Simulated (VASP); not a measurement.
VASP input:

File POSCAR:
```
CdO
1.0
  0.0000000000   2.2712653709   2.2712653709
  2.2712653709   0.0000000000   2.2712653709
  2.2712653709   2.2712653709   0.0000000000
Cd O
1 1
Direct
  0.0000000000   0.0000000000   0.0000000000
  0.5000000000   0.5000000000   0.5000000000
```

### INCAR
```
! general
SYSTEM =CdO
PREC   =Accurate
ENCUT  =620   ! plane-wave cut-off (eV)
LREAL  =.FALSE.   ! projection in real space or not
LASPH  =.TRUE.   ! aspherical one-centre terms

! electronic loop
EDIFF  =1E-6   ! SCF stop (eV)
NELM   =100   ! most electronic steps
ALGO   =Normal
LMAXMIX=4   ! l cut-off of mixed one-centre charges

! smearing
ISMEAR =1
SIGMA  =0.1

! functional
GGA    =PS

! ions
IBRION =2
NSW    =40
ISIF   =3   ! ions, shape and volume
EDIFFG =-0.02   ! ionic stop
PSTRESS=300

! output
LWAVE  =.FALSE.
LCHARG =.FALSE.
```

### KPOINTS
```
K-points
0
G
  14 14 14
0 0 0
```

POTCAR, in this order: Cd O (PBE.64 set). Program: vasp_std.

Question: Write an equivalent input for Quantum ESPRESSO's pw.x.

Answer: One equivalent input (not run):
```
&CONTROL
  calculation = 'vc-relax'
  pseudo_dir = './pseudo'
  outdir = './out'
  tprnfor = .true.
  tstress = .true.
  nstep = 40
  forc_conv_thr = 0.00078
/
&SYSTEM
  ibrav = 0
  nat = 2
  ntyp = 2
  ecutwfc = 102
  occupations = 'smearing'
  smearing = 'methfessel-paxton'
  degauss = 0.00735
  input_dft = 'pbesol'
/
&ELECTRONS
  conv_thr = 7.3e-08
  electron_maxstep = 100
/
&IONS
/
&CELL
  press = 300
/
ATOMIC_SPECIES
  Cd 112.414 Cd.upf
  O 15.999 O.upf
CELL_PARAMETERS angstrom
     0.0000000    2.2712654    2.2712654
     2.2712654    0.0000000    2.2712654
     2.2712654    2.2712654    0.0000000
ATOMIC_POSITIONS crystal
  Cd   0.0000000  0.0000000  0.0000000
  O    0.5000000  0.5000000  0.5000000
K_POINTS automatic
  14 14 14 0 0 0
```
Limits of the translation: the potentials are each code's own (VASP's PAW set, PseudoDojo norm-conserving files in pw.x), so ENCUT and ecutwfc are chosen apart and not converted; conv_thr bounds pw.x's estimated SCF error, while EDIFF bounds the energy change between steps; forc_conv_thr acts on force components and is met together with etot_conv_thr.

The compound is CdO in the rock salt structure. This run relaxes it under an external pressure of 30 GPa. Symmetry was kept, so distortions that lower it aren't found.
